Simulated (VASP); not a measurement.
# ScPdF3 (Pm-3m) in VASP: notebook

The runs below take ScPdF3 through single point, with PBE.

Everything below comes from runs of VASP 6.6.1. Logs are shortened: lines on timing, memory, paths and dates and some standing lists are left out, and cuts for length are marked.

## (1) The crystal as given

Symmetry: Pm-3m, No. 221, cubic system. Conventional cell: a = 4.323 Å, b = 4.323 Å, c = 4.323 Å, α = 90.00°, β = 90.00°, γ = 90.00°. Around Sc (site symmetry m-3m) lie 12 F at 3.06 Å. Pd (site symmetry m-3m) has 6 F at 2.16 Å as nearest neighbours. Around F (site symmetry 4/mmm) lie 2 Pd at 2.16 Å.

The cell was built by a generator and needn't be a form met in nature.

## (2) Single point, PBE, collinear spin, typed start

INCAR reads:

```
SYSTEM = ScPdF3
ALGO = Normal ; EDIFF = 1E-7
ENCUT = 520 ; GGA = PE
ISIF = 2 ; ISMEAR = 0
ISPIN = 2 ; LASPH = .True.
LCHARG = .True. ; LELF = .True.
LMAXMIX = 4 ; LORBIT = 11
LREAL = .False. ; LVHAR = .True.
LWAVE = .False. ; MAGMOM = -1.06 0 0 0 0
NBANDS = 33 ; NELM = 150
PREC = Accurate ; SIGMA = 0.1
```

KPOINTS reads:

```
k-points
0
Gamma
  10 10 10
  0 0 0
```

POSCAR reads:

```
ScPdF3
1.0
    4.3232943242      0.0000000000      0.0000000000
    0.0000000000      4.3232943242      0.0000000000
    0.0000000000      0.0000000000      4.3232943242
Sc Pd F
1 1 3
Direct
    0.5000000000      0.5000000000      0.5000000000
    0.0000000000      0.0000000000      0.0000000000
    0.5000000000      0.0000000000      0.0000000000
    0.0000000000      0.5000000000      0.0000000000
    0.0000000000      0.0000000000      0.5000000000
```

Potentials or basis: VASP PAW PBE potentials, release 64 (Sc_sv, Pd, F).

Run with:

```console
> cat potpaw_PBE.64/Sc_sv/POTCAR potpaw_PBE.64/Pd/POTCAR potpaw_PBE.64/F/POTCAR > POTCAR
> mpirun -np 1 vasp_std > vasp.out
```

OUTCAR:

```text
SYSTEM = ScPdF3
   EDIFF = 1E-7
   ENCUT = 520
   GGA = PE
   ISIF = 2
   ISMEAR = 0
   ISPIN = 2
   LASPH = .True.
   LORBIT = 11
   LREAL = .False.
   NELM = 150
   PREC = Accurate

 ion  position               nearest neighbor table
   1  0.500  0.500  0.500-
   2  0.000  0.000  0.000-   3 2.16   4 2.16   5 2.16   5 2.16   4 2.16   3 2.16
   3  0.500  0.000  0.000-   2 2.16   2 2.16
   4  0.000  0.500  0.000-   2 2.16   2 2.16
   5  0.000  0.000  0.500-   2 2.16   2 2.16

  LATTYP: Found a simple cubic cell.
 ALAT       =     4.3232943242

  Lattice vectors:

 A1 = (   4.3232943242,   0.0000000000,   0.0000000000)
 A2 = (   0.0000000000,   4.3232943242,   0.0000000000)
 A3 = (   0.0000000000,   0.0000000000,   4.3232943242)

Analysis of symmetry for initial positions (statically):
=====================================================================
 Subroutine PRICEL returns:
 Original cell was already a primitive cell.

 Routine SETGRP: Setting up the symmetry group for a
 simple cubic supercell.

 Subroutine GETGRP returns: Found 48 space group operations
 (whereof 48 operations were pure point group operations)
 out of a pool of 48 trial point group operations.

The static configuration has the point symmetry O_h .

Analysis of symmetry for dynamics (positions and initial velocities):
=====================================================================
 Subroutine PRICEL returns:
 Original cell was already a primitive cell.

 Routine SETGRP: Setting up the symmetry group for a
 simple cubic supercell.

 Subroutine GETGRP returns: Found 48 space group operations
 (whereof 48 operations were pure point group operations)
 out of a pool of 48 trial point group operations.

The dynamic configuration has the point symmetry O_h .

Analysis of structural, dynamic, and magnetic symmetry:
=====================================================================
 Subroutine PRICEL returns:
 Original cell was already a primitive cell.

 Routine SETGRP: Setting up the symmetry group for a
 simple cubic supercell.

 Subroutine GETGRP returns: Found 48 space group operations
 (whereof 48 operations were pure point group operations)
 out of a pool of 48 trial point group operations.

The overall configuration has the point symmetry O_h .

 Subroutine INISYM returns: Found 48 space group operations
 (whereof 48 operations are pure point group operations),
 and found     1 'primitive' translations

----------------------------------------------------------------------------------------

                                     Primitive cell

  volume of cell :      80.8061

  direct lattice vectors                    reciprocal lattice vectors
     4.323294324  0.000000000  0.000000000     0.231305094  0.000000000  0.000000000
     0.000000000  4.323294324  0.000000000     0.000000000  0.231305094  0.000000000
     0.000000000  0.000000000  4.323294324     0.000000000  0.000000000  0.231305094

  length of vectors
     4.323294324  4.323294324  4.323294324     0.231305094  0.231305094  0.231305094

  position of ions in fractional coordinates (direct lattice)
     0.500000000  0.500000000  0.500000000
     0.000000000  0.000000000  0.000000000
     0.500000000  0.000000000  0.000000000
     0.000000000  0.500000000  0.000000000
     0.000000000  0.000000000  0.500000000

  ion indices of the primitive-cell ions
   primitive index   ion index
                 1           1
                 2           2
                 3           3
                 4           4
                 5           5

----------------------------------------------------------------------------------------

 KPOINTS: k-points

Automatic generation of k-mesh.
 Grid dimensions read from file:
 generate k-points for:   10   10   10

 Generating k-lattice:

  Cartesian coordinates                     Fractional coordinates (reciprocal lattice)
     0.023130509  0.000000000  0.000000000     0.100000000  0.000000000  0.000000000
     0.000000000  0.023130509  0.000000000     0.000000000  0.100000000  0.000000000
     0.000000000  0.000000000  0.023130509     0.000000000  0.000000000  0.100000000

  Length of vectors
     0.023130509  0.023130509  0.023130509

  Shift w.r.t. Gamma in fractional coordinates (k-lattice)
     0.000000000  0.000000000  0.000000000

 Subroutine IBZKPT returns following result:
 ===========================================

 Found     56 irreducible k-points:

 Following reciprocal coordinates:
            Coordinates               Weight
  0.000000  0.000000  0.000000      1.000000
  0.100000  0.000000  0.000000      6.000000
  0.200000  0.000000  0.000000      6.000000
  0.300000  0.000000  0.000000      6.000000
  0.400000  0.000000  0.000000      6.000000
  0.500000  0.000000  0.000000      3.000000
[... 16 lines left out ...]
  0.200000  0.100000  0.100000     24.000000
  0.300000  0.100000  0.100000     24.000000
 [... further k-points ...]
   k-points           NKPTS =     56   k-points in BZ     NKDIM =     56   number of bands    NBANDS=     33
   number of dos      NEDOS =    301   number of ions     NIONS =      5
   total plane-waves  NPLWV =  32768
   dimension x,y,z NGX =    32 NGY =   32 NGZ =   32
   dimension x,y,z NGXF=    64 NGYF=   64 NGZF=   64
   ions per type =               1   1   3
   NGX,Y,Z   is equivalent  to a cutoff of  12.31, 12.31, 12.31 a.u.
   NGXF,Y,Z  is equivalent  to a cutoff of  24.61, 24.61, 24.61 a.u.
 SYSTEM =  ScPdF3
   PREC   = accura    normal or accurate (medium, high low for compatibility)
   ISTART =      0    job   : 0-new  1-cont  2-samecut
   ICHARG =      2    charge: 1-file 2-atom 10-const
   ISPIN  =      2    spin polarized calculation?
   LNONCOLLINEAR =      F non collinear calculations
   LSORBIT =      F    spin-orbit coupling
   LASPH  =      T    aspherical Exc in radial PAW
   ENCUT  =  520.0 eV  38.22 Ry    6.18 a.u.   8.04  8.04  8.04*2*pi/ulx,y,z
   NELM   =    150;   NELMIN=  2; NELMDL= -5     # of ELM steps
   EDIFF  = 0.1E-06   stopping-criterion for ELM
   LREAL  =      F    real-space projection
   EDIFFG = 0.1E-05   stopping-criterion for IOM
   NSW    =      0    number of steps for IOM
   IBRION =     -1    ionic relax: 0-MD 1-quasi-New 2-CG
   NFREE  =      0    steps in history (QN), initial steepest desc. (CG)
   ISIF   =      2    stress and relaxation
   ISYM   =      2    0-nonsym 1-usesym 2-fastsym
   POTIM  = 0.5000    time-step for ionic-motion
   TEBEG  =    0.0;   TEEND  =   0.0 temperature during run
   PSTRESS=    0.0 pullay stress
   NELECT =      42.0000    total number of electrons
   NUPDOWN=      -1.0000    fix difference up-down
   EMIN   =  10.00;   EMAX   =-10.00  energy-range for DOS
   EFERMI =   0.00;   METHOD = LEGACY
   ISMEAR =     0;   SIGMA  =   0.10  broadening in eV -4-tet -1-fermi 0-gaus
   EFERMI_NEDOS =   21; number of points for ismear=-14 and -15
   IALGO  =     38    algorithm
   IMIX   =      4    mixing-type and parameters
     AMIX     =   0.40;   BMIX     =  1.00
     AMIX_MAG =   1.60;   BMIX_MAG =  1.00
  volume/ion in A,a.u.               =      16.16       109.06
  Fermi-wavevector in a.u.,A,eV,Ry     =   1.316264  2.487379 23.572800  1.732552
  Thomas-Fermi vector in A             =   2.446389
   LORBIT       =     11    0 simple, 1 ext, 2 COOP (PROOUT), +10 PAW based schemes
   GGA     = PE    functional components
   LHFCALC =     F    Hartree Fock is set to
   AEXX    =    0.0000 exact exchange contribution
   IVDW    =     0    specifies the selected vdW correction
   LEPSILON=     F    determine dielectric tensor
   LRPA    =     F    only Hartree local field effects (RPA)
 spin polarized calculation
 Gauss-broadening in eV      SIGMA  =   0.10
  energy-cutoff  :      520.00
  volume of cell :       80.81
 maximum number of plane-waves:      2224
   NGX = 17   NGY = 17   NGZ = 17

 number of electron      41.9999958 magnetization      -0.0038142

 number of electron      41.9999958 magnetization       0.0002176

 Free energy of the ion-electron system (eV)
  ---------------------------------------------------
  ext. energy  EPLUGINS =         0.00000000
  ---------------------------------------------------
  free energy    TOTEN  =       -22.95816924 eV

  energy without entropy =      -22.91166773  energy(sigma->0) =      -22.93491848

 E-fermi :   4.0991     XC(G=0):  -9.5921

 val. band max:        4.0926581475   @ k =   0.2000   0.2000   0.1000
 cond. band min:       4.0992137558   @ k =   0.3000   0.2000   0.1000
 fundamental gap:      0.0065556083
 Fermi energy:         4.0990796198

 spin component 1

 k-point     1 :       0.0000    0.0000    0.0000
  band No.  band energies     occupation
      1     -47.7485      1.00000
      2     -26.3318      1.00000
      3     -26.3318      1.00000
      4     -26.3318      1.00000
      5     -20.5158      1.00000
      6     -20.1955      1.00000
[... 853 lines left out ...]
     32      14.1631      0.00000
     33      14.9664      0.00000

 [... further k-points ...]

 spin component 2

 k-point     1 :       0.0000    0.0000    0.0000
  band No.  band energies     occupation
      1     -47.7485      1.00000
      2     -26.3318      1.00000
      3     -26.3318      1.00000
      4     -26.3318      1.00000
      5     -20.5158      1.00000
      6     -20.1955      1.00000
[... 853 lines left out ...]
     32      14.1630      0.00000
     33      14.9663      0.00000

 [... further k-points ...]

------------------------ aborting loop because EDIFF is reached ----------------------------------------

  FORCE on cell =-STRESS in cart. coord.  units (eV):
  Direction    XX          YY          ZZ          XY          YZ          ZX
  --------------------------------------------------------------------------------------
  -------------------------------------------------------------------------------------
  Total       -0.2451620     -0.2451620     -0.2451620      0.0000000      0.0000000     -0.0000000
  in kB       -4.8609304     -4.8609304     -4.8609304      0.0000000      0.0000000     -0.0000000
  external PRESSURE =      -4.8609304 kB  Pullay stress =       0.0000000 kB

 VOLUME and BASIS-vectors are now :
 -----------------------------------------------------------------------------
  energy-cutoff  :      520.00
  volume of cell :       80.81
      direct lattice vectors                 reciprocal lattice vectors
     4.323294324  0.000000000  0.000000000     0.231305094  0.000000000  0.000000000
     0.000000000  4.323294324  0.000000000     0.000000000  0.231305094  0.000000000
     0.000000000  0.000000000  4.323294324     0.000000000  0.000000000  0.231305094

 POSITION                                       TOTAL-FORCE (eV/Angst)
 -----------------------------------------------------------------------------------
      2.16165      2.16165      2.16165         0.000000      0.000000      0.000000
      0.00000      0.00000      0.00000         0.000000      0.000000      0.000000
      2.16165      0.00000      0.00000         0.000000      0.000000      0.000000
      0.00000      2.16165      0.00000         0.000000      0.000000      0.000000
      0.00000      0.00000      2.16165         0.000000      0.000000      0.000000
 -----------------------------------------------------------------------------------
    total drift:                                0.000000      0.000000     -0.000000

  FREE ENERGIE OF THE ION-ELECTRON SYSTEM (eV)
  ---------------------------------------------------
  free  energy   TOTEN  =       -22.9581692355 eV

  energy  without entropy=      -22.9116677274  energy(sigma->0) =      -22.93491848

 total charge

# of ion       s       p       d       tot
------------------------------------------
    1        2.096   5.972   0.942   9.010
    2        0.298   0.350   8.561   9.209
    3        1.753   4.277   0.000   6.030
    4        1.753   4.277   0.000   6.030
    5        1.753   4.277   0.000   6.030
--------------------------------------------------
tot          7.652  19.154   9.503  36.309

 magnetization (x)

# of ion       s       p       d       tot
------------------------------------------
    1       -0.000  -0.000  -0.000  -0.000
    2        0.000   0.000   0.000   0.000
    3        0.000   0.000   0.000   0.000
    4        0.000   0.000   0.000   0.000
    5        0.000   0.000   0.000   0.000
--------------------------------------------------
tot         -0.000   0.000  -0.000  -0.000
```

Wall time 4.5 min (1 thread of AMD EPYC 9R45 (Zen 5), shared host); peak memory 0.34 GiB.

What came out:

```
Free energy                                           : -22.9582 eV
Pressure                                              : -0.5 GPa
Band gap on the k mesh                                : none (metal or under the smearing width)
Net moment                                            : 0.00 μB per cell
Valence electrons inside the program's atomic spheres : Sc 9.01; Pd 9.21; F 6.03
```

Levels at points of the mesh, in eV from the Fermi level:
Spin up:
| k point | band 17 | band 18 | band 19 | band 20 | band 21 | band 22 | band 23 | band 24 |
| --- | --- | --- | --- | --- | --- | --- | --- | --- |
| (0.00, 0.00, 0.00) | -2.31 | -2.31 | -2.31 | -1.55 | -1.55 | -1.31 | -0.33 | -0.33 |
| (0.50, 0.00, 0.00) | -2.24 | -1.63 | -1.63 | -1.52 | -0.45 | -0.03 | 0.02 | 0.38 |
| (0.50, 0.50, 0.00) | -1.62 | -1.62 | -1.25 | -1.08 | 0.22 | 0.25 | 0.60 | 0.60 |
| (0.50, 0.50, 0.50) | -1.23 | -1.23 | -1.23 | 0.03 | 0.03 | 0.03 | 0.53 | 0.53 |
Spin down:
```
           k point  band 16  band 17  band 18  band 19  band 20  band 21  band 22  band 23  band 24  band 25
(0.00, 0.00, 0.00)    -5.42    -2.31    -2.31    -2.31    -1.55    -1.55    -1.31    -0.33    -0.33     0.46
(0.50, 0.00, 0.00)    -5.50    -2.24    -1.63    -1.63    -1.52    -0.45    -0.03     0.02     0.38     0.57
(0.50, 0.50, 0.00)    -5.10    -1.62    -1.62    -1.25    -1.08     0.22     0.25     0.60     0.60     0.60
(0.50, 0.50, 0.50)    -5.08    -1.23    -1.23    -1.23     0.03     0.03     0.03     0.53     0.53     0.96
```

(Continued in part 2 of 2.)
